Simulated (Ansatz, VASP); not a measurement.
# Cross-check of TiTeSe between VASP and Ansatz, part 2 of 2

Wanted: the spread between two codes on one cell, functional and k mesh. The structure shown is the start of the Ansatz relaxation below; VASP solves that cell, so the two are compared at the walk's first step.

VASP 6.6.1 and Ansatz 0.2.0.

So far. Step 3 (VASP: single point, PBEsol, start cell, pair 1): The run ends at a pressure of 0.72 GPa, with forces up to 0.23 eV/Å.

## (6) Ansatz: relaxation, PBEsol

Level of this step: Ansatz beside VASP: Kohn-Sham DFT, plane waves, PBEsol (Ansatz).

The two programs are compared at the cell with which this relaxation starts, whose forces are those of its first step.

The structure compared here is the start of the Ansatz relaxation; VASP solves that cell, so the two are compared at the walk's first step.

File input.yaml:

```yaml
crystal:
  lattice:
    - [3.49862755, 0.0, 0.0]
    - [-1.749313775, 3.0299003366, 0.0]
    - [0.0, 0.0, 30.0]
  atoms:
    - { symbol: Ti, position: [0.0, 0.0, 0.3368857041] }
    - { symbol: Se, position: [0.3333333333, 0.6666666667, 0.385139791] }
    - { symbol: Te, position: [0.6666666667, 0.3333333333, 0.2746411716] }
  periodic: [true, true, false]
kpoints:
  mp_grid: { grid: [15, 15, 1] }
hamiltonian:
  xc: pbesol
  pseudopotentials: { kind: paw, azcp: { folder: soft_1 }, xc_functional: pbe }
scf:
  occupations: { method: methfessel_paxton, width: 0.2 }
output:
  forces: true
  stress: true
  eigenvalues: true
relax:
  adjacent_minimum: "off"
  f_tol: 0.001
  max_steps: 60
```

Run with:

```
ansatz run input.yaml --threads 4 --pin off --max-ram 16384MiB --backend cpu --events-out ev --progress --plain --runs-dir out
```

Numbers of over 12 decimals in the logs are rounded to 6 here.

What it wrote:

```text
[...]
Crystal: 3 atoms, lattice volume = 318.015 Å³
Basis set: ecut = 420 eV, 6203 PW (Γ), exchange–correlation on 48×48×432 points (8 copies of the dense FFT grid, shifted against one another)
Bands: 27, of which v1, the nominal top of the filled ones, is band 22 counted from 1 (21 counted from 0)
Symmetry: 6 space group operations
[...]
--- Relaxed structure (5 steps of the walk, 4 accepted, 0 SCFs on fresh bases) ---
  F+E_penalty+E_count = -14802.41905918 eV   max|allowed force component| = 2.591e-5 eV/Å
  cell:  # Å, volume = 318.0148 Å³
    - [3.498628, 0.0, 0.0]
    - [-1.749314, 3.029900, 0.0]
    - [0.0, 0.0, 30.0]
  atoms:
    - { symbol: Ti, position: [0, 0, 0.336822] }
    - { symbol: Se, position: [0.333333, 0.666667, 0.385736] }
    - { symbol: Te, position: [0.666667, 0.333333, 0.274108] }
[key lines of the parts left out:]
SCF converged after 4 iterations
Free energy (F): -14802.419059 eV
Fermi energy:    -4.806397 eV
P = ½ c Tr σ = 1.4919 N/m
```

## (7) VASP: single point, PBEsol, start cell, pair 2

The same cell, functional, mesh and smearing now go to VASP, with its own data sets.

File INCAR:

```
SYSTEM = TiTeSe
PREC = Accurate
ENCUT = 400
EDIFF = 1E-06
NELM = 120
ISMEAR = 1
SIGMA = 0.2
LREAL = .FALSE.
ALGO = Normal
GGA = PS
NBANDS = 18
LASPH = .TRUE.
LORBIT = 11
LWAVE = .FALSE.
LCHARG = .FALSE.
ISIF = 2
LDIPOL = .TRUE.
IDIPOL = 3
DIPOL = 0.5 0.5 0.332
LVHAR = .TRUE.
GGA_COMPAT = .FALSE.
NELMDL = -8
KPAR = 2
```

File POSCAR:

```
TiTeSe
1.0
    3.4986275500      0.0000000000      0.0000000000
   -1.7493137750      3.0299003366      0.0000000000
    0.0000000000      0.0000000000     30.0000000000
Ti Se Te
1 1 1
Direct
    0.0000000000      0.0000000000      0.3368857000
    0.3333333333      0.6666666667      0.3851398000
    0.6666666667      0.3333333333      0.2746411667
```

File KPOINTS:

```
Automatic mesh
0
Gamma
15 15 1
0 0 0
```

The projector-augmented-wave data sets are Ti_sv, Se and Te (PBE family, release 64).

Run with:

```
mpirun -np 2 vasp_std
```

What it wrote:

```text
[banner, memory and clock lines left out]
running    2 mpi-ranks, on    1 nodes
[...]
[... a notice as in an earlier step ...]

 LDA part: xc-table for (Slater+PW92), standard interpolation
 POSCAR, INCAR and KPOINTS ok, starting setup
[...]
entering main loop
       N       E                     dE             d eps       ncg     rms          rms(c)
DAV:   1     0.150975444426E+03    0.15098E+03   -0.95145E+03  1196   0.820E+02
DAV:   2     0.919129662384E-01   -0.15088E+03   -0.14785E+03  1300   0.221E+02
DAV:   3    -0.196953003647E+02   -0.19787E+02   -0.19714E+02  1706   0.742E+01
DAV:   4    -0.206392385159E+02   -0.94394E+00   -0.94011E+00  1368   0.156E+01
[...]
DAV:  27    -0.184005351328E+02   -0.26121E-05   -0.52523E-08   812   0.904E-04    0.538E-04
DAV:  28    -0.184005367559E+02   -0.16231E-05   -0.37572E-08   782   0.105E-03    0.183E-04
DAV:  29    -0.184005374683E+02   -0.71240E-06   -0.16785E-08   758   0.628E-04
   1 F= -.18400537E+02 E0= -.18401048E+02  d E =0.153041E-02
```

Parts of OUTCAR (step 7):

```text
  Total        1.2656612      1.2656612      0.5624269      0.0000000     -0.0000000      0.0000000
  in kB        6.3764761      6.3764761      2.8335400      0.0000000     -0.0000000      0.0000000
  external PRESSURE =       5.1954974 kB  Pullay stress =       0.0000000 kB

 POSITION                                       TOTAL-FORCE (eV/Angst)
 -----------------------------------------------------------------------------------
      0.00000      0.00000     10.10657        -0.000000      0.000000     -0.058110
     -0.00000      2.01993     11.55419         0.000000     -0.000000      0.228361
      1.74931      1.00997      8.23924        -0.000000      0.000000     -0.170250
 -----------------------------------------------------------------------------------
    total drift:                                0.000000      0.000000     -0.000132

  FREE ENERGIE OF THE ION-ELECTRON SYSTEM (eV)
  ---------------------------------------------------
  free  energy   TOTEN  =       -18.4005374683 eV

  energy  without entropy=      -18.4020678792  energy(sigma->0) =      -18.40104761

[... 1 part as in an earlier step ...]

[... 2 further parts left out ...]
[key lines of the parts left out:]
E-fermi :  -2.3593
```

The run ends at a pressure of 0.52 GPa, with forces up to 0.23 eV/Å.

## (8) Comparison

What differs besides the data sets and the points named for the pairs above, as far as they apply: the data sets hold 44 valence electrons in Ansatz (on its PAW soft_1 files) and 24 in VASP. Total energies have different zeros and are not compared.

Forces (eV/Å; atoms numbered as in POSCAR):

```
atom        Ansatz x, y, z          VASP x, y, z
 Ti1  0.000, 0.000, -0.051  0.000, 0.000, -0.058
 Se2   0.000, 0.000, 0.194   0.000, 0.000, 0.228
 Te3  0.000, 0.000, -0.144  0.000, 0.000, -0.170
```

The forces differ by 15 meV/Å r.m.s., which is 15.1 % of the r.m.s. force of 0.097 eV/Å (both taken over all components). With vacuum in the cell, a pressure given here is an average over mostly empty space and none of the material.

## (9) Ansatz: relaxation, PBEsol

The two programs are compared at the cell with which this relaxation starts, whose forces are those of its first step.

The structure compared here is the start of the Ansatz relaxation; VASP solves that cell, so the two are compared at the walk's first step.

input.yaml, the sections that differ from step 6:

```yaml
crystal:
  lattice:
    - [3.5343278311, 0.0, 0.0]
    - [-1.7671639156, 3.060817687, 0.0]
    - [0.0, 0.0, 30.0]
  atoms:
    - { symbol: Ti, position: [0.0, 0.0, 0.3369553401] }
    - { symbol: Se, position: [0.3333333333, 0.6666666667, 0.3845335549] }
    - { symbol: Te, position: [0.6666666667, 0.3333333333, 0.2751777716] }
  periodic: [true, true, false]
# kpoints, hamiltonian, scf, output, relax: as in step 6
```

Run with:

```
ansatz run input.yaml --threads 4 --pin off --max-ram 16384MiB --backend cpu --events-out ev --progress --plain --runs-dir out
```

What it wrote:

```text
[...]
Crystal: 3 atoms, lattice volume = 324.538 Å³
Basis set: ecut = 420 eV, 6299 PW (Γ), exchange–correlation on 48×48×432 points (8 copies of the dense FFT grid, shifted against one another)
Bands: 27, of which v1, the nominal top of the filled ones, is band 22 counted from 1 (21 counted from 0)
Symmetry: 6 space group operations
[...]
--- Relaxed structure (5 steps of the walk, 5 accepted, 0 SCFs on fresh bases) ---
  F+E_penalty+E_count = -14802.43389046 eV   max|allowed force component| = 1.502e-4 eV/Å
  cell:  # Å, volume = 324.5380 Å³
    - [3.534328, 2.886751798778683e-11, 0.0]
    - [-1.767164, 3.060818, 0.0]
    - [0.0, 0.0, 30.0]
  atoms:
    - { symbol: Ti, position: [0, 0, 0.336886] }
    - { symbol: Se, position: [0.333333, 0.666667, 0.385140] }
    - { symbol: Te, position: [0.666667, 0.333333, 0.274641] }
[key lines of the parts left out:]
SCF converged after 5 iterations
Free energy (F): -14802.433890 eV
Fermi energy:    -4.849366 eV
P = ½ c Tr σ = 0.7081 N/m
```

## (10) VASP: single point, PBEsol, start cell, pair 3

The same cell, functional, mesh and smearing now go to VASP, with its own data sets.

INCAR is that of step 7.

File POSCAR:

```
TiTeSe
1.0
    3.5343278311      0.0000000000      0.0000000000
   -1.7671639156      3.0608176870      0.0000000000
    0.0000000000      0.0000000000     30.0000000000
Ti Se Te
1 1 1
Direct
    0.0000000000      0.0000000000      0.3369553333
    0.3333333333      0.6666666667      0.3845335667
    0.6666666667      0.3333333333      0.2751777667
```

KPOINTS is that of step 7.

Run with:

```
mpirun -np 2 vasp_std
```

What it wrote:

```text
[... set-up lines as in an earlier step ...]
 entering main loop
       N       E                     dE             d eps       ncg     rms          rms(c)
DAV:   1     0.148578349669E+03    0.14858E+03   -0.95104E+03  1188   0.818E+02
DAV:   2    -0.294467472050E+00   -0.14887E+03   -0.14565E+03  1316   0.222E+02
DAV:   3    -0.198321841631E+02   -0.19538E+02   -0.19437E+02  1736   0.735E+01
DAV:   4    -0.207466725224E+02   -0.91449E+00   -0.91136E+00  1326   0.157E+01
[...]
DAV:  27    -0.184157610167E+02   -0.27137E-05   -0.69298E-08   810   0.126E-03    0.664E-04
DAV:  28    -0.184157625054E+02   -0.14888E-05   -0.33515E-08   758   0.120E-03    0.304E-04
DAV:  29    -0.184157634411E+02   -0.93565E-06   -0.28073E-08   784   0.858E-04
   1 F= -.18415763E+02 E0= -.18416115E+02  d E =0.105451E-02
```

From OUTCAR (step 10):

```text
  Total        0.7594826      0.7594826      0.5452267     -0.0000000      0.0000000      0.0000000
  in kB        3.7494092      3.7494092      2.6916719     -0.0000000      0.0000000      0.0000000
  external PRESSURE =       3.3968301 kB  Pullay stress =       0.0000000 kB

 POSITION                                       TOTAL-FORCE (eV/Angst)
 -----------------------------------------------------------------------------------
      0.00000      0.00000     10.10866         0.000000      0.000000     -0.055259
     -0.00000      2.04055     11.53601         0.000000     -0.000000      0.223620
      1.76716      1.02027      8.25533        -0.000000      0.000000     -0.168361
 -----------------------------------------------------------------------------------
    total drift:                                0.000000     -0.000000     -0.000298

  FREE ENERGIE OF THE ION-ELECTRON SYSTEM (eV)
  ---------------------------------------------------
  free  energy   TOTEN  =       -18.4157634411 eV

  energy  without entropy=      -18.4168179491  energy(sigma->0) =      -18.41611494

[... 1 part as in an earlier step ...]

[... 2 further parts left out ...]
[key lines of the parts left out:]
E-fermi :  -2.4422
```

The run ends at a pressure of 0.34 GPa, with forces up to 0.22 eV/Å.

## (11) Differences

What differs besides the data sets and the points named for the pairs above, as far as they apply: the data sets hold 44 valence electrons in Ansatz (on its PAW soft_1 files) and 24 in VASP. Total energies have different zeros and are not compared.

Forces (eV/Å; atoms numbered as in POSCAR):

```
atom        Ansatz x, y, z          VASP x, y, z
 Ti1  0.000, 0.000, -0.049  0.000, 0.000, -0.055
 Se2   0.000, 0.000, 0.191   0.000, 0.000, 0.224
 Te3  0.000, 0.000, -0.142  0.000, 0.000, -0.168
```

The forces differ by 14 meV/Å r.m.s., which is 15.0 % of the r.m.s. force of 0.095 eV/Å (both taken over all components). With vacuum in the cell, a pressure given here is an average over mostly empty space and none of the material.

## (12) Summary of results

```
r.m.s. force difference (single point, PBEsol, start cell, pair 1) : 15 meV/Å
r.m.s. force difference (single point, PBEsol, start cell, pair 2) : 15 meV/Å
r.m.s. force difference (single point, PBEsol, start cell, pair 3) : 14 meV/Å
```

In words: The r.m.s. force difference is 15 meV/Å (single point, PBEsol, start cell, pair 1), beyond the 12 meV/Å picked in this series as the mark of a large difference. The data sets hold unlike numbers of valence electrons (44 in Ansatz and 24 in VASP), so part of the differences comes from the potentials. For single point, PBEsol, start cell, pair 1, no further run moves any of the tabulated differences by more than a quarter of its size. What causes the difference of the single point, PBEsol, start cell, pair 2 pair stays open here. What causes the difference of the single point, PBEsol, start cell, pair 3 pair stays open here. 12 further runs of this series are not shown here. Such differences can come from data sets, numerical settings and the points named under the comparisons, not from the functional's error against experiment.

[Lines on the potential files, build, host, timing and source positions are cut from VASP's logs without a mark.]

[Logs are printed without paths, hosts, clocks, repeated set-up lines and the standing remarks that a program may print on its own settings, such as how far it seeks lower states.]

[Hosts, paths, dates, database ids (printed as entryN), source tags and the programs' standing remarks are cut or masked in the printed files.]
